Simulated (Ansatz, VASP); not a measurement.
# MgSi in two plane-wave programs, part 2 of 2

One calculation is typed for both programs; each brings its own data sets. How far apart do they land? The cell is taken from a series of runs on this material, whose earlier steps may have relaxed, scaled, displaced or heated it; both programs get it as it stands.

VASP 6.6.1 and Ansatz 0.2.0.

So far: Starting point; Ansatz: zone-centre phonons, PBEsol.

## Step 3: VASP: zone-centre phonons, PBEsol

Level of this step: PBEsol; plane waves and PAW (Mg, Si) (VASP).

The same cell, functional, mesh and smearing now go to VASP, with its own data sets.

Lines of VASP's logs that name or quote its potential files are left out, and so is its time.

The input, INCAR:

```
SYSTEM = MgSi
PREC = Accurate
ENCUT = 600
EDIFF = 1E-08
NELM = 120
ISMEAR = 1
SIGMA = 0.15
LREAL = .FALSE.
ALGO = Normal
GGA = PS
NBANDS = 9
LORBIT = 11
LWAVE = .FALSE.
LCHARG = .FALSE.
ISIF = 2
IBRION = 8
LASPH = .TRUE.
GGA_COMPAT = .FALSE.
KPAR = 2
```

The input, POSCAR:

```
MgSi
1.0
    2.9785565229      0.0000000000      0.0000000000
    0.0000000000      2.9785565229      0.0000000000
    0.0000000000      0.0000000000      3.9659084939
Mg Si
1 1
Direct
    0.0000000000      0.0000000000      0.0000000000
    0.5000000000      0.5000000000      0.5000000000
```

The input, KPOINTS:

```
Automatic mesh
0
Gamma
16 16 12
0 0 0
```

PAW data sets: Mg and Si (PBE family, release 64).

On the command line:

```sh
mpirun -np 2 vasp_std
```

Numbers of over 12 decimals in the logs are rounded to 6 here.

What it wrote:

```text
[banner, memory and clock lines left out]
running    2 mpi-ranks, on    1 nodes
 distrk:  each k-point on    1 cores,    2 groups
 distr:  one band on    1 cores,    1 groups

 POSCAR found type information on POSCAR MgSi
 POSCAR found :  2 types and       2 ions
|                                                                             |
|               ----> ADVICE to this user running VASP <----                  |
|                                                                             |
|     You enforced a specific xc type in the INCAR file but a different       |
|     [... a line on the potential file left out ...]
|     I HOPE YOU KNOW WHAT YOU ARE DOING!                                     |
|                                                                             |

 LDA part: xc-table for (Slater+PW92), standard interpolation
 POSCAR, INCAR and KPOINTS ok, starting setup
 FFT: planning ... GRIDC
 FFT: planning ... GRID_SOFT
 FFT: planning ... GRID
 WAVECAR not read
 entering main loop
       N       E                     dE             d eps       ncg     rms          rms(c)
DAV:   1     0.370125061302E+01    0.37013E+01   -0.27316E+03  5830   0.585E+02
DAV:   2    -0.721457412667E+01   -0.10916E+02   -0.10485E+02  7502   0.620E+01
DAV:   3    -0.747026183046E+01   -0.25569E+00   -0.25165E+00  7348   0.888E+00
DAV:   4    -0.747137286075E+01   -0.11110E-02   -0.11108E-02  7491   0.637E-01
DAV:   5    -0.747137812327E+01   -0.52625E-05   -0.52619E-05  7135   0.388E-02    0.239E+00
DAV:   6    -0.738920120661E+01    0.82177E-01   -0.87814E-02  6216   0.106E+00    0.140E+00
DAV:   7    -0.735999297329E+01    0.29208E-01   -0.61910E-02  6593   0.957E-01    0.273E-01
DAV:   8    -0.735810870549E+01    0.18843E-02   -0.37687E-03  6225   0.312E-01    0.923E-02
DAV:   9    -0.735807861455E+01    0.30091E-04   -0.16186E-04  6721   0.697E-02    0.417E-02
DAV:  10    -0.735807676848E+01    0.18461E-05   -0.15122E-05  6542   0.168E-02    0.361E-03
DAV:  11    -0.735807613047E+01    0.63802E-06   -0.12940E-06  6796   0.552E-03    0.411E-03
DAV:  12    -0.735807614728E+01   -0.16814E-07   -0.78349E-08  6728   0.153E-03    0.139E-03
DAV:  13    -0.735807613968E+01    0.75995E-08   -0.22243E-09  3550   0.263E-04
   1 F= -.73580761E+01 E0= -.73580597E+01  d E =-.493893E-04
 Linear response reoptimize wavefunctions to high precision
DAV:   1    -0.735807613286E+01    0.68214E-08   -0.14416E-09  5829   0.172E-04
DAV:   2    -0.735807613285E+01    0.53433E-11   -0.33549E-11  3191   0.409E-05
 Linear response DOF=           4
 Linear response progress:
  Degree of freedom:   1/  4
       N       E                     dE             d eps       ncg     rms          rms(c)
RMM:   1    -0.173866932580E-02   -0.17387E-02   -0.71631E-04 20070   0.263E-01
RMM:   2    -0.172422275543E-02    0.14447E-04   -0.37718E-05 16123   0.349E-02    0.243E-02
RMM:   3    -0.171973784982E-02    0.44849E-05   -0.62307E-06 16554   0.122E-02    0.134E-02
RMM:   4    -0.173025300876E-02   -0.10515E-04   -0.48769E-06 16244   0.110E-02    0.327E-03
RMM:   5    -0.173155401726E-02   -0.13010E-05   -0.16145E-07 16514   0.299E-03    0.200E-04
RMM:   6    -0.173172740404E-02   -0.17339E-06   -0.12367E-09 16969   0.203E-04    0.107E-04
RMM:   7    -0.173180004055E-02   -0.72637E-07   -0.27920E-10 17138   0.787E-05    0.999E-06
RMM:   8    -0.173183024719E-02   -0.30207E-07   -0.40566E-11 17736   0.145E-05    0.494E-06
RMM:   9    -0.173183342903E-02   -0.31818E-08   -0.73169E-11 17609   0.744E-06    0.267E-07
 first order change of Fermi-energy  -0.10223E-04
 force on displaced ion       1 direction 1 :  -1.849   0.000   0.000
 Linear response progress:
  Degree of freedom:   2/  4
       N       E                     dE             d eps       ncg     rms          rms(c)
RMM:   1    -0.313009163702E-02   -0.31301E-02    0.13508E-02 11067   0.401E-01
RMM:   2    -0.315318820114E-02   -0.23097E-04   -0.82747E-05  8851   0.581E-02    0.407E-02
RMM:   3    -0.310586672320E-02    0.47321E-04   -0.47274E-05  8961   0.252E-02    0.181E-02
RMM:   4    -0.312189755227E-02   -0.16031E-04   -0.13927E-05  9028   0.143E-02    0.572E-03
RMM:   5    -0.312058871760E-02    0.13088E-05   -0.35875E-07  9113   0.443E-03    0.423E-04
RMM:   6    -0.312125298180E-02   -0.66426E-06   -0.99015E-09  9320   0.423E-04    0.208E-04
RMM:   7    -0.312121184457E-02    0.41137E-07   -0.10857E-09  9458   0.160E-04    0.169E-05
RMM:   8    -0.312126348740E-02   -0.51643E-07   -0.15648E-10  9721   0.268E-05    0.104E-05
RMM:   9    -0.312127080859E-02   -0.73212E-08   -0.40181E-10  9760   0.113E-05    0.455E-07
 first order change of Fermi-energy   0.15249E-03
 force on displaced ion       1 direction 3 :   0.000  -0.000  -3.815
 Linear response progress:
  Degree of freedom:   3/  4
       N       E                     dE             d eps       ncg     rms          rms(c)
RMM:   1    -0.126756447784E-01   -0.12676E-01    0.65117E-03 20139   0.536E-01
RMM:   2    -0.126273170506E-01    0.48328E-04   -0.15644E-04 15962   0.786E-02    0.404E-02
RMM:   3    -0.126794450420E-01   -0.52128E-04   -0.14901E-05 16305   0.196E-02    0.232E-02
RMM:   4    -0.127859398676E-01   -0.10649E-03   -0.14525E-05 16118   0.177E-02    0.415E-03
RMM:   5    -0.127651502955E-01    0.20790E-04   -0.50578E-07 16756   0.367E-03    0.559E-04
RMM:   6    -0.127652872730E-01   -0.13698E-06   -0.41958E-09 16923   0.461E-04    0.321E-04
RMM:   7    -0.127647415095E-01    0.54576E-06   -0.23865E-10 17256   0.125E-04    0.236E-05
RMM:   8    -0.127647443325E-01   -0.28230E-08    0.12018E-09 17968   0.211E-05    0.505E-06
 first order change of Fermi-energy  -0.10381E-03
 force on displaced ion       2 direction 1 :  -1.850   0.000   0.000
 Linear response progress:
  Degree of freedom:   4/  4
       N       E                     dE             d eps       ncg     rms          rms(c)
RMM:   1    -0.217952794938E-01   -0.21795E-01    0.74336E-02 10920   0.848E-01
RMM:   2    -0.223138259746E-01   -0.51855E-03   -0.40786E-04  8840   0.132E-01    0.583E-02
RMM:   3    -0.223897893918E-01   -0.75963E-04   -0.10180E-04  8899   0.396E-02    0.303E-02
RMM:   4    -0.225383189832E-01   -0.14853E-03   -0.39588E-05  8953   0.240E-02    0.100E-02
RMM:   5    -0.225476813942E-01   -0.93624E-05   -0.25826E-06  9259   0.838E-03    0.201E-03
RMM:   6    -0.225476954430E-01   -0.14049E-07   -0.51206E-08  9398   0.114E-03    0.922E-04
RMM:   7    -0.225479624882E-01   -0.26705E-06   -0.41254E-09  9490   0.296E-04    0.409E-05
RMM:   8    -0.225480157146E-01   -0.53226E-07    0.34502E-10  9824   0.593E-05    0.411E-05
RMM:   9    -0.225479399205E-01    0.75794E-07    0.24973E-09  9936   0.216E-05    0.298E-06
RMM:  10    -0.225479324738E-01    0.74466E-08    0.19793E-09  9420   0.120E-05    0.127E-06
 first order change of Fermi-energy  -0.45999E-04
 force on displaced ion       2 direction 3 :  -0.000   0.000  -3.817
 Linear response finished
```

OUTCAR, selected parts (step 3):

```text
ion  position               nearest neighbor table
   1  0.000  0.000  0.000-   2 2.89   2 2.89   2 2.89   2 2.89   2 2.89   2 2.89   2 2.89   2 2.89

  LATTYP: Found a simple tetragonal cell.
 ALAT       =     2.9785565229
 C/A-ratio  =     1.3314867331

 Subroutine GETGRP returns: Found 16 space group operations
 (whereof 16 operations were pure point group operations)

The static configuration has the point symmetry D_4h.

 Found    315 irreducible k-points:

   k-points           NKPTS =    315   k-points in BZ     NKDIM =    315   number of bands    NBANDS=      9

   dimension x,y,z NGX =    24 NGY =   24 NGZ =   32
   dimension x,y,z NGXF=    48 NGYF=   48 NGZF=   64

   ENCUT  =  600.0 eV  44.10 Ry    6.64 a.u.   5.95  5.95  7.92*2*pi/ulx,y,z

   NELECT =       6.0000    total number of electrons

 k-points in reciprocal lattice and weights: Automatic mesh
   0.00000000  0.00000000  0.00000000       0.000
   0.06250000  0.00000000  0.00000000       0.001
   0.12500000  0.00000000  0.00000000       0.001
   0.18750000  0.00000000  0.00000000       0.001
   0.25000000  0.00000000  0.00000000       0.001
   0.31250000  0.00000000  0.00000000       0.001
   0.37500000  0.00000000  0.00000000       0.001
   0.43750000  0.00000000  0.00000000       0.001
   0.50000000  0.00000000  0.00000000       0.001
[...]
0.50000000  0.43750000  0.50000000       0.001
   0.50000000  0.50000000  0.50000000       0.000

 average (electrostatic) potential at core
       1 -35.6757       2 -83.4286

  Total       -0.4040757     -0.4040757     -0.4061393      0.0000000      0.0000000      0.0000000
  in kB      -18.4000449    -18.4000449    -18.4940166      0.0000000      0.0000000      0.0000000
  external PRESSURE =     -18.4313688 kB  Pullay stress =       0.0000000 kB

  energy-cutoff  :      600.00
  volume of cell :       35.18
      direct lattice vectors                 reciprocal lattice vectors
     2.978556523  0.000000000  0.000000000     0.335733095  0.000000000  0.000000000
     0.000000000  2.978556523  0.000000000     0.000000000  0.335733095  0.000000000
     0.000000000  0.000000000  3.965908494     0.000000000  0.000000000  0.252149035

 POSITION                                       TOTAL-FORCE (eV/Angst)
 -----------------------------------------------------------------------------------
      0.00000      0.00000      0.00000         0.000000      0.000000      0.000000
      1.48928      1.48928      1.98295         0.000000      0.000000      0.000000
 -----------------------------------------------------------------------------------
    total drift:                               -0.000000     -0.000000     -0.000000

 Eigenvectors and eigenvalues of the dynamical matrix
 ----------------------------------------------------

   1 f  =    8.460699 THz    53.160137 2PiTHz  282.218527 cm-1    34.990622 meV
             X         Y         Z           dx          dy          dz
      0.000000  0.000000  0.000000     0.000000    0.000000    0.732101
      1.489278  1.489278  1.982954     0.000000    0.000000   -0.681196

   2 f  =    5.889777 THz    37.006559 2PiTHz  196.461805 cm-1    24.358148 meV
             X         Y         Z           dx          dy          dz
      0.000000  0.000000  0.000000    -0.732073   -0.000000    0.000000
      1.489278  1.489278  1.982954     0.681226    0.000000    0.000000

   3 f  =    5.889777 THz    37.006559 2PiTHz  196.461805 cm-1    24.358148 meV
             X         Y         Z           dx          dy          dz
      0.000000  0.000000  0.000000     0.000000   -0.732073    0.000000
      1.489278  1.489278  1.982954     0.000000    0.681226    0.000000

   4 f/i=    0.000855 THz     0.005371 2PiTHz    0.028515 cm-1     0.003535 meV
             X         Y         Z           dx          dy          dz
      0.000000  0.000000  0.000000     0.661859   -0.161281    0.000000
      1.489278  1.489278  1.982954     0.711260   -0.173319    0.000000

   5 f/i=    0.000855 THz     0.005371 2PiTHz    0.028515 cm-1     0.003535 meV
             X         Y         Z           dx          dy          dz
      0.000000  0.000000  0.000000     0.161281    0.661859    0.000000
      1.489278  1.489278  1.982954     0.173319    0.711260    0.000000

   6 f/i=    0.000874 THz     0.005493 2PiTHz    0.029164 cm-1     0.003616 meV
             X         Y         Z           dx          dy          dz
      0.000000  0.000000  0.000000     0.000000    0.000000   -0.681196
      1.489278  1.489278  1.982954     0.000000    0.000000   -0.732101

 ELASTIC MODULI CONTR FROM IONIC RELAXATION (kBar)
 Direction    XX          YY          ZZ          XY          YZ          ZX
 --------------------------------------------------------------------------------
 XX           0.0000      0.0000      0.0000      0.0000      0.0000      0.0000
 YY           0.0000      0.0000      0.0000      0.0000      0.0000      0.0000
 ZZ           0.0000      0.0000      0.0000      0.0000      0.0000      0.0000
 XY           0.0000      0.0000      0.0000      0.0000      0.0000      0.0000
 YZ           0.0000      0.0000      0.0000      0.0000      0.0000      0.0000
 ZX           0.0000      0.0000      0.0000      0.0000      0.0000      0.0000
 --------------------------------------------------------------------------------
```

## Step 4: Differences

Known differences besides the potentials themselves: VASP's run holds the zone centre alone; the data sets hold 14 valence electrons in Ansatz (on norm-conserving files, of PseudoDojo where its log says so) and 6 in VASP; the cutoff is 1142.88 eV in Ansatz and 600 eV in VASP. Total energies have different zeros and are not compared.

Compared:

| quantity | Ansatz | VASP | difference |
| --- | --- | --- | --- |
| optical mode 1 to 2 (cm⁻¹) | 196.0 | 196.5 | -0.25 % |
| optical mode 3 (cm⁻¹) | 282.1 | 282.2 | -0.03 % |

Modes are paired by rising frequency, not by their patterns, so a pair may set unlike modes beside each other; they are those without the splitting of longitudinal modes.

## Step 5: Summary of results

- r.m.s. difference of the optical zone-centre modes, each program's sorted by frequency (zone-centre phonons, PBEsol): 0.40 cm⁻¹

**Reading.** The r.m.s. difference of the optical zone-centre modes, each program's sorted by frequency is 0.40 cm⁻¹ (zone-centre phonons, PBEsol). The data sets hold unlike numbers of valence electrons (14 in Ansatz and 6 in VASP), so part of the differences comes from the potentials. Such differences can come from data sets, numerical settings and the points named under the comparisons, not from the functional's error against experiment.

[Lines on the potential files, build, host, timing and source positions are cut from VASP's logs without a mark.]

[Logs are printed without paths, hosts, clocks, repeated set-up lines and the standing remarks that a program may print on its own settings, such as how far it seeks lower states.]

[Hosts, paths, dates, database ids (printed as entryN), source tags and the programs' standing remarks are cut or masked in the printed files.]
